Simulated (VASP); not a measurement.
# Be3CdO4 (Pmn2_1) in VASP: a series of runs

Runs on Be3CdO4. Level: PBE. Tasks: equation of state.

Program: VASP 6.6.1. These are calculated values, not measurements. Logs are shortened: lines on timing, memory, paths and dates and some standing lists are left out, and cuts for length are marked.

## 1. Starting point

The structure is orthorhombic, space group Pmn2_1 (No. 31). The conventional cell has a = 5.976 Å, b = 5.094 Å, c = 4.729 Å, α = 90.00°, β = 90.00°, γ = 90.00°. Be (site symmetry 1) is surrounded by 4 O at 1.64 to 1.88 Å. Be (site symmetry m) is surrounded by 4 O at 1.65 to 1.78 Å. Around Cd (site symmetry m) lie 4 O at 2.17 to 2.18 Å. Around O (site symmetry 1) lie 3 Be at 1.64 to 1.65 Å. O (site symmetry m) is surrounded by 3 Be at 1.67 to 1.70 Å. O (site symmetry m) has 3 Be at 1.78 to 1.88 Å as nearest neighbours.

The cell was built by a generator and needn't be a form met in nature.

## 2. Equation of state, PBE, 9.00 Å³/atom

INCAR

```
SYSTEM = Be3CdO4
ALGO = Normal
EDIFF = 1E-6
EDIFFG = -0.02
ENCUT = 520
GGA = PE
IBRION = 2
ISIF = 4
ISMEAR = 0
KPAR = 8
LASPH = .True.
LCHARG = .False.
LREAL = .False.
LWAVE = .False.
NELM = 100
NSW = 30
PREC = Accurate
SIGMA = 0.03
```

KPOINTS

```
k-points
0
Gamma
  4 6 6
  0 0 0
```

POSCAR

```
Be3CdO4
1.0
    5.9758400000      0.0000000000      0.0000000000
    0.0000000000      5.0943100000      0.0000000000
    0.0000000000      0.0000000000      4.7293400000
Be Cd O
6 2 8
Direct
    0.2562220000      0.1506500000      0.5041190000
    0.7437780000      0.1506500000      0.5041190000
    0.0000000000      0.7071580000      0.5021040000
    0.7562220000      0.8493500000      0.0041190000
    0.2437780000      0.8493500000      0.0041190000
    0.5000000000      0.2928420000      0.0021040000
    0.5000000000      0.6560770000      0.5001590000
    0.0000000000      0.3439230000      0.0001590000
    0.2069370000      0.8672540000      0.3502730000
    0.7930630000      0.8672540000      0.3502730000
    0.5000000000      0.2509210000      0.3533200000
    0.0000000000      0.3600860000      0.4605760000
    0.7069370000      0.1327460000      0.8502730000
    0.2930630000      0.1327460000      0.8502730000
    0.0000000000      0.7490790000      0.8533200000
    0.5000000000      0.6399140000      0.9605760000
```

Potentials or basis: VASP PAW PBE potentials, release 64 (Be, Cd, O).

Launch:

```sh
$ cat potpaw_PBE.64/Be/POTCAR potpaw_PBE.64/Cd/POTCAR potpaw_PBE.64/O/POTCAR > POTCAR
$ mpirun -np 8 vasp_std > vasp.out
```

OUTCAR:

```text
SYSTEM = Be3CdO4
   EDIFF = 1E-6
   EDIFFG = -0.02
   ENCUT = 520
   GGA = PE
   IBRION = 2
   ISIF = 4
   ISMEAR = 0
   LASPH = .True.
   LREAL = .False.
   NELM = 100
   NSW = 30
   PREC = Accurate

 ion  position               nearest neighbor table
   1  0.256  0.151  0.504-   9 1.64  14 1.65  11 1.70  12 1.88   7 2.91   7 2.96   8 2.97   8 3.00

   2  0.744  0.151  0.504-  10 1.64  13 1.65  11 1.70  12 1.88   7 2.91   7 2.96   8 2.97   8 3.00

   3  0.000  0.707  0.502-   9 1.65  10 1.65  15 1.67  12 1.78   8 3.00   7 3.00   7 3.00   8 3.01

   4  0.756  0.849  0.004-  13 1.64  10 1.65  15 1.70  16 1.88   8 2.91   8 2.96   7 2.97   7 3.00

   5  0.244  0.849  0.004-  14 1.64   9 1.65  15 1.70  16 1.88   8 2.91   8 2.96   7 2.97   7 3.00

   6  0.500  0.293  0.002-  13 1.65  14 1.65  11 1.67  16 1.78   7 3.00   8 3.00   8 3.00   7 3.01

   7  0.500  0.656  0.500-   9 2.17  10 2.17  11 2.18  16 2.18  16 2.55   2 2.91   1 2.91   1 2.96
                             2 2.96   5 2.97   4 2.97   6 3.00   4 3.00   5 3.00   3 3.00   3 3.00
   8  0.000  0.344  0.000-  13 2.17  14 2.17  15 2.18  12 2.18  12 2.55   5 2.91   4 2.91   5 2.96
                             4 2.96   2 2.97   1 2.97   3 3.00   1 3.00   2 3.00   6 3.00   6 3.00
   9  0.207  0.867  0.350-   1 1.64   3 1.65   5 1.65   7 2.17
  10  0.793  0.867  0.350-   2 1.64   3 1.65   4 1.65   7 2.17
  11  0.500  0.251  0.353-   6 1.67   2 1.70   1 1.70   7 2.18
  12  0.000  0.360  0.461-   3 1.78   2 1.88   1 1.88   8 2.18   8 2.55
  13  0.707  0.133  0.850-   4 1.64   6 1.65   2 1.65   8 2.17
  14  0.293  0.133  0.850-   5 1.64   6 1.65   1 1.65   8 2.17
  15  0.000  0.749  0.853-   3 1.67   4 1.70   5 1.70   8 2.18
  16  0.500  0.640  0.961-   6 1.78   5 1.88   4 1.88   7 2.18   7 2.55

  LATTYP: Found a simple orthorhombic cell.
 ALAT       =     4.7293400000
 B/A-ratio  =     1.0771714446
 C/A-ratio  =     1.2635674322

  Lattice vectors:

 A1 = (   0.0000000000,   0.0000000000,  -4.7293400000)
 A2 = (   0.0000000000,   5.0943100000,   0.0000000000)
 A3 = (   5.9758400000,   0.0000000000,   0.0000000000)

Analysis of symmetry for initial positions (statically):
=====================================================================
 Subroutine PRICEL returns:
 Original cell was already a primitive cell.

 Routine SETGRP: Setting up the symmetry group for a
 simple orthorhombic supercell.

 Subroutine GETGRP returns: Found  4 space group operations
 (whereof  2 operations were pure point group operations)
 out of a pool of  8 trial point group operations.

The static configuration has the point symmetry C_1h.
 The point group associated with its full space group is C_2v.

Analysis of symmetry for dynamics (positions and initial velocities):
[... 147 lines left out ...]
   ISYM   =      2    0-nonsym 1-usesym 2-fastsym
   POTIM  = 0.5000    time-step for ionic-motion
   TEBEG  =    0.0;   TEEND  =   0.0 temperature during run
   PSTRESS=    0.0 pullay stress
   NELECT =      84.0000    total number of electrons
   NUPDOWN=      -1.0000    fix difference up-down
   EMIN   =  10.00;   EMAX   =-10.00  energy-range for DOS
   EFERMI =   0.00;   METHOD = LEGACY
   ISMEAR =     0;   SIGMA  =   0.03  broadening in eV -4-tet -1-fermi 0-gaus
   EFERMI_NEDOS =   21; number of points for ismear=-14 and -15
   IALGO  =     38    algorithm
   IMIX   =      4    mixing-type and parameters
     AMIX     =   0.40;   BMIX     =  1.00
     AMIX_MAG =   1.60;   BMIX_MAG =  1.00
  volume/ion in A,a.u.               =       9.00        60.72
  Fermi-wavevector in a.u.,A,eV,Ry     =   1.367959  2.585067 25.460730  1.871311
  Thomas-Fermi vector in A             =   2.493965
   LORBIT       =      0    0 simple, 1 ext, 2 COOP (PROOUT), +10 PAW based schemes
   GGA     = PE    functional components
   LHFCALC =     F    Hartree Fock is set to
   AEXX    =    0.0000 exact exchange contribution
   IVDW    =     0    specifies the selected vdW correction
   LEPSILON=     F    determine dielectric tensor
   LRPA    =     F    only Hartree local field effects (RPA)
 conjugate gradient relaxation of ions
 non-spin polarized calculation
 Gauss-broadening in eV      SIGMA  =   0.03
  energy-cutoff  :      520.00
  volume of cell :      143.97
 maximum number of plane-waves:      3902
 NGX is ok and might be reduce to    48
   NGX = 23   NGY = 19   NGZ = 17

 number of electron      84.0000009 magnetization

 Free energy of the ion-electron system (eV)
  ---------------------------------------------------
  ext. energy  EPLUGINS =         0.00000000
  ---------------------------------------------------
  free energy    TOTEN  =       -98.67846361 eV

  energy without entropy =      -98.67846361  energy(sigma->0) =      -98.67846361

 E-fermi :   2.9788     XC(G=0): -11.0578

 val. band max:        2.8418316988   @ k =   0.5000   0.0000   0.5000
 cond. band min:       5.5234053759   @ k =   0.0000   0.0000   0.0000
 fundamental gap:      2.6815736772
 Fermi energy:         2.9788031947

 k-point     1 :       0.0000    0.0000    0.0000
  band No.  band energies     occupation
      1     -15.6814      2.00000
      2     -14.6645      2.00000
      3     -14.5378      2.00000
      4     -14.3754      2.00000
      5     -14.0327      2.00000
      6     -13.9710      2.00000
[... 1285 lines left out ...]
     50      12.1050      0.00000
     51      13.0943      0.00000

 [... further k-points ...]
[... 5 lines left out ...]
  --------------------------------------------------------------------------------------
  -------------------------------------------------------------------------------------
  Total       -0.0006097     -0.0146160     -0.0046624      0.0000000      0.0000000      0.0000000
  in kB       -0.0067849     -0.1626505     -0.0518842      0.0000000      0.0000000      0.0000000
  external PRESSURE =      -0.0737732 kB  Pullay stress =       0.0000000 kB

 VOLUME and BASIS-vectors are now :
 -----------------------------------------------------------------------------
  energy-cutoff  :      520.00
  volume of cell :      143.97
      direct lattice vectors                 reciprocal lattice vectors
     5.975840000  0.000000000  0.000000000     0.167340491  0.000000000  0.000000000
     0.000000000  5.094310000  0.000000000     0.000000000  0.196297438  0.000000000
     0.000000000  0.000000000  4.729340000     0.000000000  0.000000000  0.211445995

 POSITION                                       TOTAL-FORCE (eV/Angst)
 -----------------------------------------------------------------------------------
      1.53114      0.76746      2.38415        -0.001079     -0.002640     -0.000981
      4.44470      0.76746      2.38415         0.001079     -0.002640     -0.000981
      0.00000      3.60248      2.37462        -0.000000      0.000548      0.000523
      4.51906      4.32685      0.01948        -0.001079      0.002640     -0.000981
      1.45678      4.32685      0.01948         0.001079      0.002640     -0.000981
      2.98792      1.49183      0.00995        -0.000000     -0.000548      0.000523
[... 8 lines left out ...]
      0.00000      3.81604      4.03564        -0.000000      0.004166      0.000433
      2.98792      3.25992      4.54289        -0.000000     -0.000115      0.002581
 -----------------------------------------------------------------------------------
    total drift:                                0.000000      0.000000      0.000289

  FREE ENERGIE OF THE ION-ELECTRON SYSTEM (eV)
  ---------------------------------------------------
  free  energy   TOTEN  =       -98.6784636145 eV

  energy  without entropy=      -98.6784636145  energy(sigma->0) =      -98.67846361

 reached required accuracy - stopping structural energy minimisation
```

CONTCAR:

```text
Be3CdO4
   1.00000000000000
     5.9758399999999998    0.0000000000000000    0.0000000000000000
     0.0000000000000000    5.0943100000000001    0.0000000000000000
     0.0000000000000000    0.0000000000000000    4.7293399999999997
  Be              Cd              O
     6     2     8
Direct
     0.2562220000000011    0.1506499999999988    0.5041190000000029
     0.7437779999999989    0.1506499999999988    0.5041190000000029
     0.0000000000000000    0.7071579999999997    0.5021040000000028
     0.7562220000000011    0.8493500000000012    0.0041190000000029
     0.2437779999999989    0.8493500000000012    0.0041190000000029
     0.5000000000000000    0.2928420000000003    0.0021040000000028
[... 8 lines left out ...]
     0.0000000000000000    0.7490790000000018    0.8533199999999965
     0.5000000000000000    0.6399139999999974    0.9605760000000032

  0.00000000E+00  0.00000000E+00  0.00000000E+00
  0.00000000E+00  0.00000000E+00  0.00000000E+00
  0.00000000E+00  0.00000000E+00  0.00000000E+00
  0.00000000E+00  0.00000000E+00  0.00000000E+00
  0.00000000E+00  0.00000000E+00  0.00000000E+00
  0.00000000E+00  0.00000000E+00  0.00000000E+00
[... 8 lines left out ...]
  0.00000000E+00  0.00000000E+00  0.00000000E+00
  0.00000000E+00  0.00000000E+00  0.00000000E+00
```

It took 94 s on 8 MPI ranks of Intel Xeon Platinum 8259CL at 2.50GHz (Skylake/Cascade Lake), shared host; peak memory 0.46 GiB.

Results:

| Item | Value |
| --- | --- |
| Free energy | -98.6785 eV |
| Pressure | 0.0 GPa |
| Largest force | 0.004 eV/Å |
| Band gap on the k mesh | 2.68 eV, indirect (least direct gap 2.98 eV) |

## 3. Equation of state, PBE, 8.73 Å³/atom (volume scaled by 0.97)

INCAR is that of step 2.

KPOINTS is that of step 2.

POSCAR, as its differences from that of step 2:

```diff
@@ -2,5 +2,5 @@
 1.0
-    5.9758400000      0.0000000000      0.0000000000
-    0.0000000000      5.0943100000      0.0000000000
-    0.0000000000      0.0000000000      4.7293400000
+    5.9154738526      0.0000000000      0.0000000000
+    0.0000000000      5.0428488048      0.0000000000
+    0.0000000000      0.0000000000      4.6815656226
 Be Cd O
```

Potentials or basis: VASP PAW PBE potentials, release 64 (Be, Cd, O).

Launch:

```sh
$ cat potpaw_PBE.64/Be/POTCAR potpaw_PBE.64/Cd/POTCAR potpaw_PBE.64/O/POTCAR > POTCAR
$ mpirun -np 8 vasp_std > vasp.out
```

Run time: 4.8 min. Hardware: 8 MPI ranks of Intel Xeon Platinum 8259CL at 2.50GHz (Skylake/Cascade Lake), shared host; peak memory 0.48 GiB.

The run converged. Its results:

| Property | Result |
| --- | --- |
| Free energy | -98.6071 eV |
| Pressure | 5.0 GPa |
| Largest force | 0.007 eV/Å |
| Band gap on the k mesh | 2.82 eV, indirect (least direct gap 3.05 eV) |

## 4. Equation of state, PBE, 9.27 Å³/atom (volume scaled by 1.03)

INCAR is that of step 3.

KPOINTS is that of step 3.

POSCAR, as its differences from that of step 3:

```diff
@@ -2,5 +2,5 @@
 1.0
-    5.9154738526      0.0000000000      0.0000000000
-    0.0000000000      5.0428488048      0.0000000000
-    0.0000000000      0.0000000000      4.6815656226
+    6.0350105808      0.0000000000      0.0000000000
+    0.0000000000      5.1447519934      0.0000000000
+    0.0000000000      0.0000000000      4.7761681940
 Be Cd O
```

Launch:

```sh
$ cat potpaw_PBE.64/Be/POTCAR potpaw_PBE.64/Cd/POTCAR potpaw_PBE.64/O/POTCAR > POTCAR
$ mpirun -np 8 vasp_std > vasp.out
```

Run time: 3.7 min. Hardware: 8 MPI ranks of Intel Xeon Platinum 8259CL at 2.50GHz (Skylake/Cascade Lake), shared host; peak memory 0.48 GiB.

The run converged. Its results:

```yaml
Free_energy: -98.6251 eV
Pressure: -4.2 GPa
Largest_force: 0.012 eV/Å
Band_gap_on_the_k_mesh: 2.54 eV, indirect (least direct gap 2.92 eV)
```

## 5. Equation of state, PBE, 8.46 Å³/atom (volume scaled by 0.94)

INCAR is that of step 4.

KPOINTS is that of step 4.

POSCAR, as its differences from that of step 4:

```diff
@@ -2,5 +2,5 @@
 1.0
-    6.0350105808      0.0000000000      0.0000000000
-    0.0000000000      5.1447519934      0.0000000000
-    0.0000000000      0.0000000000      4.7761681940
+    5.8538498519      0.0000000000      0.0000000000
+    0.0000000000      4.9903153095      0.0000000000
+    0.0000000000      0.0000000000      4.6327957674
 Be Cd O
```

Launch:

```sh
$ cat potpaw_PBE.64/Be/POTCAR potpaw_PBE.64/Cd/POTCAR potpaw_PBE.64/O/POTCAR > POTCAR
$ mpirun -np 8 vasp_std > vasp.out
```

Run time: 3.3 min. Hardware: 8 MPI ranks of Intel Xeon Platinum 8259CL at 2.50GHz (Skylake/Cascade Lake), shared host; peak memory 0.47 GiB.

The run converged. Its results:

- Free energy: -98.3881 eV
- Pressure: 10.9 GPa
- Largest force: 0.016 eV/Å
- Band gap on the k mesh: 2.95 eV, indirect (least direct gap 3.12 eV)

## 6. Equation of state, PBE, 9.54 Å³/atom (volume scaled by 1.06)

INCAR is that of step 5.

KPOINTS is that of step 5.

POSCAR, as its differences from that of step 5:

```diff
@@ -2,5 +2,5 @@
 1.0
-    5.8538498519      0.0000000000      0.0000000000
-    0.0000000000      4.9903153095      0.0000000000
-    0.0000000000      0.0000000000      4.6327957674
+    6.0930430887      0.0000000000      0.0000000000
+    0.0000000000      5.1942237974      0.0000000000
+    0.0000000000      0.0000000000      4.8220957056
 Be Cd O
```

Potentials or basis: VASP PAW PBE potentials, release 64 (Be, Cd, O).

Launch:

```sh
$ cat potpaw_PBE.64/Be/POTCAR potpaw_PBE.64/Cd/POTCAR potpaw_PBE.64/O/POTCAR > POTCAR
$ mpirun -np 8 vasp_std > vasp.out
```

It took 5.4 min on 8 MPI ranks of Intel Xeon Platinum 8259CL at 2.50GHz (Skylake/Cascade Lake), shared host; peak memory 0.49 GiB.

The run converged. Its results:

```yaml
Free_energy: -98.4704 eV
Pressure: -7.5 GPa
Largest_force: 0.014 eV/Å
Band_gap_on_the_k_mesh: 2.38 eV, indirect (least direct gap 2.84 eV)
```

## 7. Equation of state, PBE, 8.19 Å³/atom (volume scaled by 0.91)

INCAR is that of step 6.

KPOINTS is that of step 6.

POSCAR, as its differences from that of step 6:

```diff
@@ -2,5 +2,5 @@
 1.0
-    6.0930430887      0.0000000000      0.0000000000
-    0.0000000000      5.1942237974      0.0000000000
-    0.0000000000      0.0000000000      4.8220957056
+    5.7909003511      0.0000000000      0.0000000000
+    0.0000000000      4.9366518461      0.0000000000
+    0.0000000000      0.0000000000      4.5829768981
 Be Cd O
```

Launch:

```sh
$ cat potpaw_PBE.64/Be/POTCAR potpaw_PBE.64/Cd/POTCAR potpaw_PBE.64/O/POTCAR > POTCAR
$ mpirun -np 8 vasp_std > vasp.out
```

Wall time 5.2 min (8 MPI ranks of Intel Xeon Platinum 8259CL at 2.50GHz (Skylake/Cascade Lake), shared host); peak memory 0.46 GiB.

Results (log left out):

| Quantity | Value |
| --- | --- |
| Free energy | -97.9964 eV |
| Pressure | 17.9 GPa |
| Largest force | 0.008 eV/Å |
| Band gap on the k mesh | 3.09 eV, indirect (least direct gap 3.19 eV) |

## 8. Equation of state, PBE, 9.81 Å³/atom (volume scaled by 1.09)

INCAR is that of step 7.

KPOINTS is that of step 7.

POSCAR, as its differences from that of step 7:

```diff
@@ -2,5 +2,5 @@
 1.0
-    5.7909003511      0.0000000000      0.0000000000
-    0.0000000000      4.9366518461      0.0000000000
-    0.0000000000      0.0000000000      4.5829768981
+    6.1499907174      0.0000000000      0.0000000000
+    0.0000000000      5.2427707589      0.0000000000
+    0.0000000000      0.0000000000      4.8671646329
 Be Cd O
```

Launch:

```sh
$ cat potpaw_PBE.64/Be/POTCAR potpaw_PBE.64/Cd/POTCAR potpaw_PBE.64/O/POTCAR > POTCAR
$ mpirun -np 8 vasp_std > vasp.out
```

Run time: 13 min. Hardware: 8 MPI ranks of Intel Xeon Platinum 8259CL at 2.50GHz (Skylake/Cascade Lake), shared host; peak memory 0.49 GiB.

It converged, with:

```yaml
Free_energy: -98.2833 eV
Pressure: -5.3 GPa
Largest_force: 0.020 eV/Å
Band_gap_on_the_k_mesh: 2.13 eV, indirect (least direct gap 2.62 eV)
```
